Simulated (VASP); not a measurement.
```xyz
4
Lattice="2.7972 0.0000 0.0000 0.0000 2.8804 0.0000 0.0000 0.0000 4.9733" Properties=species:S:1:pos:R:3 pbc="T T T"
Mo     1.3986     1.4402     0.8297
Mo     1.3986     0.0000     3.3166
C      0.0000     0.0000     4.9657
N      0.0000     1.4402     2.4924
```

Level of theory: PBEsol GGA with spin-orbit coupling, VASP's PBE PAW potentials (set 64) (plane waves; VASP 6.6.1). Settings: 520 eV cut-off, 10×10×6 Γ-centred mesh, Gaussian smearing of 0.050 eV, potentials Mo_sv C N.

**Question.** Predict the energy per atom (σ→0), band gap (over mesh and band path) with the smallest direct gap where there is one.

**Answer.** 
```
Property                                                               Value
----------------------------------  ----------------------------------------
band gap (over mesh and band path)  none (metal, semimetal or under 0.01 eV)
energy per atom (σ→0)                                        -10.942 eV/atom
```

Total energies compare only between runs with the same potentials, cut-off and functional.

The structure comes from a computed database's Mo2CN entry (Pmm2); how it stands against other phases isn't given here. It was relaxed first.
